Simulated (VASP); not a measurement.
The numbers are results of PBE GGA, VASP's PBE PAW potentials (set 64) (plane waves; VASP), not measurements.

The input files of a VASP run:

**POSCAR**
```
Te
1
    2.2300000000    -3.8624730000     0.0000000000
    2.2300000000     3.8624730000     0.0000000000
    0.0000000000     0.0000000000     5.9300000000
Te
3
Direct
  0.0000000000   0.2630000000   0.6666670000
  0.7370000000   0.7370000000   0.0000000000
  0.2630000000   0.0000000000   0.3333330000
```

**INCAR**
```
SYSTEM = Te
PREC = Accurate; ENCUT = 480; LREAL = .FALSE.
LASPH = .TRUE.
EDIFF = 1E-6; NELM = 100; ALGO = Normal
LMAXMIX = 4
ISMEAR = 0; SIGMA = 0.05
GGA = PE
IBRION = 2; NSW = 60; ISIF = 3
EDIFFG = -0.01
LWAVE = .FALSE.; LCHARG = .FALSE.
```

File KPOINTS:
```
Automatic mesh
0
Gamma
6 6 4
0 0 0
```

POTCAR, in this order: Te (PBE.64 set). Program: vasp_std.

The resulting files:

### OUTCAR
```
 ion  position               nearest neighbor table
   1  0.000  0.263  0.667-   2 2.83   3 2.83   2 3.50   2 3.50   3 3.50   3 3.50
   2  0.737  0.737  0.000-   3 2.83   1 2.83   1 3.50   3 3.50   3 3.50   1 3.50
   3  0.263  0.000  0.333-   2 2.83   1 2.83   2 3.50   2 3.50   1 3.50   1 3.50
  LATTYP: Found a hexagonal cell.
 ALAT       =     4.4599997394
 C/A-ratio  =     1.3295964902
 Subroutine PRICEL returns:
 Original cell was already a primitive cell.
 Subroutine GETGRP returns: Found  6 space group operations
The static configuration has the point symmetry C_2 .
 The point group associated with its full space group is D_3 .
The dynamic configuration has the point symmetry C_2 .
 Subroutine INISYM returns: Found  6 space group operations
 Subroutine IBZKPT returns following result:
 Found     24 irreducible k-points:

 Following reciprocal coordinates:
            Coordinates               Weight
  0.000000  0.000000  0.000000      1.000000
  0.166667  0.000000  0.000000      6.000000
  0.333333 -0.000000  0.000000      6.000000
  0.500000  0.000000  0.000000      3.000000
  0.166667  0.166667  0.000000      6.000000
  0.333333  0.166667  0.000000     12.000000
...
```

File OSZICAR:
```
       N       E                     dE             d eps       ncg     rms          rms(c)
DAV:   1     0.745412705423E+02    0.74541E+02   -0.62706E+03   624   0.103E+03
DAV:   2    -0.427414698052E+01   -0.78815E+02   -0.75909E+02   854   0.151E+02
DAV:   3    -0.932164024855E+01   -0.50475E+01   -0.50121E+01   739   0.438E+01
DAV:   4    -0.941706145897E+01   -0.95421E-01   -0.95395E-01   802   0.725E+00
DAV:   5    -0.941884295251E+01   -0.17815E-02   -0.17815E-02   764   0.924E-01    0.124E+01
DAV:   6    -0.940093746694E+01    0.17905E-01   -0.21658E-02   669   0.101E+00    0.787E+00
DAV:   7    -0.939839173712E+01    0.25457E-02   -0.45006E-02   659   0.148E+00    0.328E-01
DAV:   8    -0.939758522210E+01    0.80652E-03   -0.86081E-03   639   0.598E-01    0.169E-01
DAV:   9    -0.939762263191E+01   -0.37410E-04   -0.24857E-04   832   0.119E-01    0.121E-01
DAV:  10    -0.939767109025E+01   -0.48458E-04   -0.63207E-05   639   0.566E-02    0.224E-02
DAV:  11    -0.939766457726E+01    0.65130E-05   -0.24417E-05   649   0.347E-02    0.191E-02
DAV:  12    -0.939766453216E+01    0.45103E-07   -0.32460E-06   655   0.116E-02
   1 F= -.93976645E+01 E0= -.93976240E+01  d E =-.939766E+01
       N       E                     dE             d eps       ncg     rms          rms(c)
DAV:   1    -0.954758297035E+01   -0.14992E+00   -0.36585E+00   634   0.966E+00    0.242E+00
DAV:   2    -0.945780909312E+01    0.89774E-01   -0.14509E-01   624   0.240E+00    0.126E+00
DAV:   3    -0.942391726189E+01    0.33892E-01   -0.32793E-02   634   0.947E-01    0.450E-01
DAV:   4    -0.941260094922E+01    0.11316E-01   -0.22833E-02   649   0.718E-01    0.906E-01
DAV:   5    -0.941244581284E+01    0.15514E-03   -0.97385E-04   793   0.200E-01    0.329E-01
DAV:   6    -0.941245977688E+01   -0.13964E-04   -0.42387E-05   742   0.428E-02    0.509E-02
DAV:   7    -0.941246239186E+01   -0.26150E-05   -0.14571E-06   482   0.916E-03    0.333E-02
DAV:   8    -0.941246416627E+01   -0.17744E-05   -0.46619E-07   422   0.525E-03    0.647E-03
DAV:   9    -0.941246461928E+01   -0.45301E-06   -0.19241E-07   312   0.325E-03
   2 F= -.94124646E+01 E0= -.94124070E+01  d E =-.148001E-01
       N       E                     dE             d eps       ncg     rms          rms(c)
DAV:   1    -0.944775664545E+01   -0.35292E-01   -0.64089E-01   634   0.411E+00    0.970E-01
DAV:   2    -0.943225194575E+01    0.15505E-01   -0.23877E-02   624   0.966E-01    0.467E-01
DAV:   3    -0.942595773264E+01    0.62942E-02   -0.73285E-03   639   0.434E-01    0.195E-01
DAV:   4    -0.942467122797E+01    0.12865E-02   -0.24137E-03   659   0.237E-01    0.352E-01
DAV:   5    -0.942462710050E+01    0.44127E-04   -0.17095E-04   853   0.800E-02    0.669E-02
DAV:   6    -0.942462657732E+01    0.52318E-06   -0.36164E-06   697   0.136E-02
   3 F= -.94246266E+01 E0= -.94245764E+01  d E =-.269620E-01
       N       E                     dE             d eps       ncg     rms          rms(c)
DAV:   1    -0.942574733888E+01   -0.11202E-02   -0.24155E-02   624   0.864E-01    0.990E-02
DAV:   2    -0.942567803781E+01    0.69301E-04   -0.58768E-04   689   0.158E-01    0.434E-02
DAV:   3    -0.942564154969E+01    0.36488E-04   -0.62630E-05   704   0.521E-02    0.195E-02
DAV:   4    -0.942564068620E+01    0.86349E-06   -0.20721E-05   699   0.276E-02    0.543E-03
DAV:   5    -0.942564079085E+01   -0.10466E-06   -0.10530E-06   332   0.698E-03
   4 F= -.94256408E+01 E0= -.94256157E+01  d E =-.101421E-02
       N       E                     dE             d eps       ncg     rms          rms(c)
DAV:   1    -0.942790284022E+01   -0.22622E-02   -0.21895E-01   624   0.260E+00    0.280E-01
DAV:   2    -0.942730442272E+01    0.59842E-03   -0.53386E-03   684   0.477E-01    0.130E-01
DAV:   3    -0.942698149823E+01    0.32292E-03   -0.57294E-04   709   0.158E-01    0.585E-02
DAV:   4    -0.942697935357E+01    0.21447E-05   -0.18289E-04   689   0.819E-02    0.167E-02
DAV:   5    -0.942698093717E+01   -0.15836E-05   -0.92942E-06   659   0.202E-02    0.178E-02
DAV:   6    -0.942698290160E+01   -0.19644E-05   -0.22393E-06   468   0.117E-02    0.718E-03
DAV:   7    -0.942698241824E+01    0.48336E-06   -0.11958E-06   342   0.754E-03
   5 F= -.94269824E+01 E0= -.94269806E+01  d E =-.235584E-02
```

**OUTCAR**
```
------------------------ aborting loop because EDIFF is reached ----------------------------------------
  FORCE on cell =-STRESS in cart. coord.  units (eV):
  Direction    XX          YY          ZZ          XY          YZ          ZX
  --------------------------------------------------------------------------------------
  Total       -0.0078359     -0.0078359      0.0034612      0.0000000     -0.0000000     -0.0000000
  in kB       -0.1186208     -0.1186208      0.0523965      0.0000000     -0.0000000     -0.0000000
  external PRESSURE =      -0.0616150 kB  Pullay stress =       0.0000000 kB
  volume of cell :      105.84
      direct lattice vectors                 reciprocal lattice vectors
     2.266893419 -3.926374261 -0.000000000     0.220566170 -0.127343948  0.000000000
     2.266893419  3.926374261  0.000000000     0.220566170  0.127343948 -0.000000000
     0.000000000  0.000000000  5.945464482     0.000000000 -0.000000000  0.168195438
 POSITION                                       TOTAL-FORCE (eV/Angst)
 -----------------------------------------------------------------------------------
      0.60553      1.04880      3.96364         0.003365      0.005829      0.000000
      3.32273      0.00000     -0.00000        -0.006731      0.000000      0.000000
      0.60553     -1.04880      1.98182         0.003365     -0.005829     -0.000000
 -----------------------------------------------------------------------------------
    total drift:                               -0.000175     -0.000400      0.000013
  FREE ENERGIE OF THE ION-ELECTRON SYSTEM (eV)
  ---------------------------------------------------
  free  energy   TOTEN  =        -9.4269824182 eV

  energy  without entropy=       -9.4269786818  energy(sigma->0) =       -9.42698055

 reached required accuracy - stopping structural energy minimisation
```
(Selected blocks of OUTCAR.)

File CONTCAR:
```
Te
   1.00000000000000
     2.2668934189895498   -3.9263742611267034   -0.0000000000000000
     2.2668934189895498    3.9263742611267034    0.0000000000000000
     0.0000000000000000    0.0000000000000000    5.9454644822771510
  Te
     3
Direct
     0.0000000000016609    0.2671177159423546    0.6666669999999968
     0.7328822840559844    0.7328822840559844    0.0000000000000000
     0.2671177159423546    0.0000000000016609    0.3333330000000032
```

Energy and stress use the plane-wave basis of the starting cell.

The compound is Te in the trig structure. This run relaxes it. Symmetry was kept, so distortions that lower it aren't found.
